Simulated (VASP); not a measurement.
Consider the following.

```
CELL_PARAMETERS angstrom
      3.17523     0.00000     0.00000
      0.00000     4.49045     0.00000
      0.00000     0.00000    24.42764
ATOMIC_POSITIONS crystal
  Hf 0.00000 0.00000 0.33752
  Hf 0.50000 0.50000 0.40251
  Hf 0.00000 0.00000 0.46750
  Hf 0.50000 0.50000 0.53250
  Hf 0.00000 0.00000 0.59749
  Hf 0.50000 0.50000 0.66248
  N  0.50000 0.00000 0.40251
  N  0.00000 0.50000 0.33752
  N  0.50000 0.00000 0.53250
  N  0.00000 0.50000 0.46750
  N  0.50000 0.00000 0.66248
  N  0.00000 0.50000 0.59749
```

Calculation: PBEsol GGA, VASP's PBE PAW potentials (set 64) (plane waves; VASP). Run with PREC = Normal, EDIFF = 1E-5, 450 eV cut-off, 9×6×1 Γ-centred mesh, first-order Methfessel-Paxton smearing of 0.10 eV, potentials Hf_pv N.

Q: The ions are relaxed. What does this cell relax into?

A: 
```
CELL_PARAMETERS angstrom
      3.17523     0.00000     0.00000
      0.00000     4.49045     0.00000
      0.00000     0.00000    24.42764
ATOMIC_POSITIONS crystal
  Hf 0.00000 0.00000 0.34134
  Hf 0.50000 0.50000 0.39916
  Hf 0.00000 0.00000 0.46639
  Hf 0.50000 0.50000 0.53361
  Hf 0.00000 0.00000 0.60084
  Hf 0.50000 0.50000 0.65866
  N  0.50000 0.00000 0.40135
  N  0.00000 0.50000 0.34049
  N  0.50000 0.00000 0.53229
  N  0.00000 0.50000 0.46771
  N  0.50000 0.00000 0.65951
  N  0.00000 0.50000 0.59865
```

Q: How much energy does the relaxation gain?

A: The energy (σ→0) changes by -32.9 meV/atom, in 10 ionic steps.

The cell is a thin slab with vacuum, built from HfN (rock salt): (110) face.
